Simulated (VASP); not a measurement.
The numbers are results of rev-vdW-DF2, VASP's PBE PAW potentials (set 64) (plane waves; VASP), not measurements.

The input files of a VASP run:

**KPOINTS**
```
Automatic mesh
0
G
 10 10 10
0 0 0
```

POSCAR:
```
LiCl
1
    0.0000000000     2.5476057403     2.5476057403
    2.5476057403     0.0000000000     2.5476057403
    2.5476057403     2.5476057403     0.0000000000
Li Cl
1 1
Direct
  0.0000000000   0.0000000000   0.0000000000
  0.5000000000   0.5000000000   0.5000000000
```

INCAR:
```
ISMEAR  =  -5   ! tetrahedra, Bloechl
LORBIT  =  11   ! lm-projected
SYSTEM  =  LiCl
LWAVE  =  .False.
LREAL  =  .False.
ALGO  =  Normal   ! blocked Davidson
NELM  =  100   ! most electronic steps
PARAM2  =  0.7114
LUSE_VDW  =  .True.
PARAM1  =  0.1234568
ISIF  =  2
ZAB_VDW  =  -1.8867
EDIFF  =  1E-7   ! SCF stop (eV)
AGGAC  =  0.0
LCHARG  =  .True.
LASPH  =  .True.   ! aspherical one-centre terms
PREC  =  Accurate
NEDOS  =  601
GGA  =  MK
ENCUT  =  520
```

POTCAR, in this order: Li_sv Cl (PBE.64 set). Program: vasp_std.

Output of the run:

File OSZICAR:
```
       N       E                     dE             d eps       ncg     rms          rms(c)
DAV:   1     0.461020862248E+02    0.46102E+02   -0.43242E+03   846   0.103E+03
DAV:   2    -0.331489338892E+01   -0.49417E+02   -0.48575E+02  1156   0.166E+02
DAV:   3    -0.533377347421E+01   -0.20189E+01   -0.20163E+01  1101   0.386E+01
DAV:   4    -0.537664270612E+01   -0.42869E-01   -0.42806E-01  1265   0.554E+00
DAV:   5    -0.537718834989E+01   -0.54564E-03   -0.54558E-03  1130   0.531E-01    0.226E+00
DAV:   6    -0.530295789749E+01    0.74230E-01   -0.17756E-01   949   0.247E+00    0.159E+00
DAV:   7    -0.530390543134E+01   -0.94753E-03   -0.55916E-02  1231   0.155E+00    0.880E-01
DAV:   8    -0.530745597264E+01   -0.35505E-02   -0.81810E-03   914   0.847E-01    0.146E-01
DAV:   9    -0.530742705321E+01    0.28919E-04   -0.48594E-04  1181   0.195E-01    0.398E-02
DAV:  10    -0.530747444893E+01   -0.47396E-04   -0.65556E-05   927   0.849E-02    0.140E-02
DAV:  11    -0.530747823908E+01   -0.37901E-05   -0.42532E-06  1227   0.240E-02    0.351E-03
DAV:  12    -0.530747871737E+01   -0.47829E-06   -0.40516E-07   958   0.651E-03    0.151E-03
DAV:  13    -0.530747865473E+01    0.62635E-07   -0.30164E-08   610   0.195E-03
   1 F= -.53074787E+01 E0= -.53074787E+01  d E =0.000000E+00
```

OUTCAR:
```
------------------------ aborting loop because EDIFF is reached ----------------------------------------
  FORCE on cell =-STRESS in cart. coord.  units (eV):
  Direction    XX          YY          ZZ          XY          YZ          ZX
  --------------------------------------------------------------------------------------
  Total       -0.0083771     -0.0083771     -0.0083771      0.0000000      0.0000000      0.0000000
  in kB       -0.4058606     -0.4058606     -0.4058606      0.0000000      0.0000000      0.0000000
  external PRESSURE =      -0.4058606 kB  Pullay stress =       0.0000000 kB
  volume of cell :       33.07
      direct lattice vectors                 reciprocal lattice vectors
     0.000000000  2.547605740  2.547605740    -0.196262707  0.196262707  0.196262707
     2.547605740  0.000000000  2.547605740     0.196262707 -0.196262707  0.196262707
     2.547605740  2.547605740  0.000000000     0.196262707  0.196262707 -0.196262707
  FREE ENERGIE OF THE ION-ELECTRON SYSTEM (eV)
  ---------------------------------------------------
  free  energy   TOTEN  =        -5.3074786547 eV

  energy  without entropy=       -5.3074786547  energy(sigma->0) =       -5.30747865

 total charge

# of ion       s       p       d       tot
------------------------------------------
    1        2.007   0.040   0.000   2.047
    2        1.596   3.585   0.000   5.181
--------------------------------------------------
tot          3.603   3.625   0.000   7.228
```
(Selected blocks of OUTCAR.)

The compound is LiCl in the rock salt structure. It was relaxed first.
